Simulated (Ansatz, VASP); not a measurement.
## One calculation of HfHgF, two programs

INCAR

```
PREC = Accurate
ENCUT = 600
EDIFF = 1E-7
ISMEAR = 0
SIGMA = 0.1
LREAL = False
LASPH = True
NELM = 100
ALGO = Normal
ISIF = 3
LWAVE = False
LCHARG = False
GGA = PE
IBRION = 2
NSW = 90
EDIFFG = -0.04
```

File KPOINTS:

```
regular mesh
0
Gamma
  6 6 4
```

The input POSCAR:

```
HfHgF
1.0
    4.0941152500      0.0000000000      0.0000000000
   -2.0470576300      3.5456078100      0.0000000000
    0.0000000000      0.0000000000      4.9668448100
Hf Hg F
1 1 1
Direct
    0.6666666700      0.3333333300      0.5000000000
    0.3333333300      0.6666666700      0.5000000000
    0.0000000000      0.0000000000      0.0000000000
```

Input for Ansatz:

```yaml
crystal:
  lattice:
    - [4.09411525, 0.0, 0.0]
    - [-2.04705763, 3.54560781, 0.0]
    - [0.0, 0.0, 4.96684481]
  atoms:
    - { symbol: Hf, position: [0.66666667, 0.33333333, 0.5] }
    - { symbol: Hg, position: [0.33333333, 0.66666667, 0.5] }
    - { symbol: F, position: [0.0, 0.0, 0.0] }
basis:
  ecutwfc: 420
kpoints:
  mp_grid: { grid: [6, 6, 4] }
hamiltonian:
  xc: pbe
scf:
  occupations: { method: gaussian, width: 0.1 }
  lower_state_search: "off"
output:
  forces: true
  stress: true
  eigenvalues: true
relax:
  adjacent_minimum: "off"
  f_tol: 0.04
  max_steps: 70
  cell: { stress_tol: 0.4 }
```

Change from the starting cell: species swapped into the BaAlSi type (P-6m2, No. 187).

Alike in both runs: task relaxation of cell and atoms; functional PBE; k mesh 6 × 6 × 4; occupations gaussian, width 0.1 eV; no spin polarisation.

|  | VASP | Ansatz |
| --- | --- | --- |
| version | VASP 6.6.1 | Ansatz 0.2.0 |
| potentials or method | VASP PAW PBE potentials, release 64 (Hf_pv, Hg, F) | scalar-relativistic, plane waves, PAW |
| plane-wave cutoff (eV) | 600 | 420 |
| valence electrons in the cell | 29 | 53 |

Ansatz gave:

| Quantity | Value |
| --- | --- |
| gap on the k mesh at the Fermi level, each at its own relaxed structure (eV) | none |
| relaxed volume (Å³/atom) | 20.75 |
| relaxed cell length with the largest relative difference (Å) | 4.830 |
| energy change over the relaxation (meV/atom) | -1287 |

**Question.** What did VASP give for the same quantities?

**Answer.** gap on the k mesh at the Fermi level, each at its own relaxed structure (eV): none; relaxed volume (Å³/atom): 20.59; relaxed cell length with the largest relative difference (Å): 4.813; energy change over the relaxation (meV/atom): -1270.

A gap of «none» marks a metal or a gap that the smearing closes. The two sets of potentials don't hold the same shells in valence.

Caveats: an odd number of electrons without spin polarisation forces a metal; a magnetic or distorted state may lie lower. The runs have no spin-orbit coupling, so splittings on Hf, Hg are missing.
